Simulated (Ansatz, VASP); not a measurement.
# One calculation of YP2Pd2, two programs

```xyz
5
Lattice="-2.0064 2.0064 4.8671 2.0064 -2.0064 4.8671 2.0064 2.0064 -4.8671" Properties=species:S:1:pos:R:3 pbc="T T T"
Y     0.0000    0.0000    0.0000
P     0.0000    0.0000    3.7797
P     0.0000    0.0000    5.9546
Pd    0.0000    2.0064    2.4336
Pd    2.0064    0.0000    2.4336
```

Alike in both runs: functional LDA; k mesh 12 × 12 × 12; occupations gaussian, width 0.1 eV; no spin polarisation.

Ansatz relaxed the structure, and its values are those at the end. VASP's run is a single point on that final structure, the one shown.

```csv
,VASP,Ansatz
version,VASP 6.6.1,Ansatz 0.2.0
potentials or method,"VASP PAW LDA potentials, release 64 (Y_sv, P, Pd)","scalar-relativistic, plane waves, PAW"
plane-wave cutoff (eV),520,420
valence electrons in the cell,41,57
```

VASP gave:

| Quantity | Value |
| --- | --- |
| gap on the k mesh at the Fermi level (eV) | none |
| pressure (GPa) | 0.3 |
| rms of the force components (eV/Å) | 0.024 |

Estimate Ansatz's values.

gap on the k mesh at the Fermi level (eV): none; pressure (GPa): 0.0; rms of the force components (eV/Å): 0.001.

A gap of «none» marks a metal or a gap that the smearing closes. The two sets of potentials don't hold the same shells in valence.
